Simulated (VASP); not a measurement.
Calculation: vdW-DF-cx, VASP's PBE PAW potentials (set 64) (plane waves; VASP).

VASP ran on this input.

File POSCAR:
```
MgS
1
    0.0000000000     2.6233679021     2.6233679021
    2.6233679021     0.0000000000     2.6233679021
    2.6233679021     2.6233679021     0.0000000000
Mg S
1 1
Direct
  1.0000000000   1.0000000000   0.0000000000
  0.5000000000   0.5000000000   0.5000000000
```

INCAR:
```
AGGAC = 0.0
ALGO = Normal
EDIFF = 1E-7
ENCUT = 520
GGA = CX
ISIF = 2
ISMEAR = 0
LASPH = T
LCHARG = F
LREAL = F
LUSE_VDW = T
LWAVE = F
NELM = 100
PREC = Accurate
SIGMA = 0.05
SYSTEM = MgS
```

File KPOINTS:
```
Automatic mesh
0
G
  9 9 9
```

POTCAR, in this order: Mg S (PBE.64 set). Program: vasp_std.

Question: What will the output report for the number of irreducible k-points (NKPTS), largest plane-wave count, number of space-group operations, FFT grid (NGX, NGY, NGZ)?

Answer: 
The number of irreducible k-points (NKPTS) is 35 and the largest plane-wave count comes out as 984. The number of space-group operations is 48 and the FFT grid (NGX, NGY, NGZ) is 28 × 28 × 28.

The compound is MgS in the rock salt structure. This cell is one point of a volume scan, at 1.03 of the reference volume.
